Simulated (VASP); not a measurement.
```xyz
8
Lattice="0.0000 3.1607 3.1607 3.1607 0.0000 3.1607 12.6426 12.6426 0.0002" Properties=species:S:1:pos:R:3 pbc="T T T"
Cd    12.4940    12.4940     0.1487
Cd     3.1091     3.1091     0.0516
Cd     9.5249     9.5249     6.2785
Cd    12.7896    12.7896     6.1745
Te     1.4992     1.4992     1.6615
Te     4.7526     4.7526     1.5688
Te     8.0072     8.0072     1.4748
S     11.0363    11.0363     1.6065
```

Level of theory: PBEsol GGA, VASP's PBE PAW potentials (set 64) (plane waves; VASP 6.6.1). Numerical set-up: 400 eV cut-off, 7×7×2 Γ-centred mesh, tetrahedra with Blöchl corrections, potentials Cd Te S.

The cores are frozen, which limits the accuracy of field gradients.

### Question
Give the principal components of the electric field gradient (V/Å²) and the asymmetry η at each nucleus.

### Answer

| atom | Vxx | Vyy | Vzz | η |
|---|---|---|---|---|
| Cd1 | 10.2 | 10.2 | -20.4 | 0.00 |
| Cd2 | -0.7 | -0.7 | 1.5 | 0.00 |
| Cd3 | -1.8 | -1.8 | 3.7 | 0.00 |
| Cd4 | 1.3 | 1.3 | -2.6 | 0.00 |
| Te5 | -28.0 | -28.0 | 56.0 | 0.00 |
| Te6 | -26.6 | -26.6 | 53.2 | 0.00 |
| Te7 | -25.1 | -25.1 | 50.1 | 0.00 |
| S8 | 16.0 | 16.0 | -32.0 | 0.00 |

The structure was generated: Cd4STe3 was put into an ordered model structure (R3m), which need not be its known phase. It was relaxed first.
